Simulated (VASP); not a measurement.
Here is the system:

```
CELL_PARAMETERS angstrom
      0.00000     3.08679     3.08679
      3.08679     0.00000     3.08679
      3.08679     3.08679     0.00000
ATOMIC_POSITIONS crystal
  Ga 0.00000 0.00000 0.00000
  Sb 0.25000 0.25000 0.25000
```

Computed with PBE GGA with D3 dispersion (zero damping), VASP's PBE PAW potentials (set 64) (plane waves; VASP). Numerical set-up: 520 eV cut-off, Gaussian smearing of 0.050 eV, potentials Ga_d Sb.

Question: Give the energies of bands 7 to 12 at the high-symmetry points, in eV from the Fermi level.

Answer: 
```csv
band,Γ,X,U,L,W
7,-0.15,-6.69,-6.52,-6.23,-6.57
8,0.00,-2.48,-3.48,-1.11,-3.22
9,0.00,-2.48,-2.11,-1.11,-3.01
10,0.00,0.93,1.43,0.35,3.58
11,2.78,1.30,3.84,3.75,4.31
12,2.78,8.51,6.48,3.75,4.35
```

It has no gap at this level: it comes out as a metal or semimetal.

The compound is GaSb in the zinc blende structure. It was relaxed first.
